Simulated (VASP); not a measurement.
The system is GaSb.

```
Ga Sb
1.0
     0.00000    3.06860    3.06860
     3.06860    0.00000    3.06860
     3.06860    3.06860    0.00000
Ga Sb
1 1
Direct
  0.00000 0.00000 0.00000
  0.25000 0.25000 0.25000
```

The cell is a database's computed one.

- Program: VASP 6.6.1
- Task: relaxation of cell and atoms
- Functional: PBE
- Potentials or basis: VASP PAW PBE potentials, release 64 (Ga_d, Sb)
- Cutoff: 600 eV
- k mesh: 12 × 12 × 12
- Occupations: gaussian, width 0.1 eV
- Spin: no spin polarisation

At the start: pressure 1.9 GPa; volume 28.89 Å³/atom.

Question: How do energy, volume and symmetry change on relaxing?

Answer: Over 3 steps the energy falls by 6.4 meV/atom and the volume is 30.02 Å³/atom (+3.9 %); space group F-43m (No. 216, to 0.05 Å).

The path:
```
step  energy change (eV)  largest force (eV/Å)  pressure (GPa)  volume (Å³)
   1              0.0000                0.0000            1.89        57.79
   2             -0.0119                0.0000           -0.45        60.68
   3             -0.0128                0.0000           -0.02        60.05
```

Final structure:
```yaml
crystal:
  lattice:
    - [0.00000, 3.10809, 3.10809]
    - [3.10809, 0.00000, 3.10809]
    - [3.10809, 3.10809, 0.00000]
  atoms:
    - { symbol: Ga, position: [0.00000, 0.00000, 0.00000] }
    - { symbol: Sb, position: [0.25000, 0.25000, 0.25000] }
```
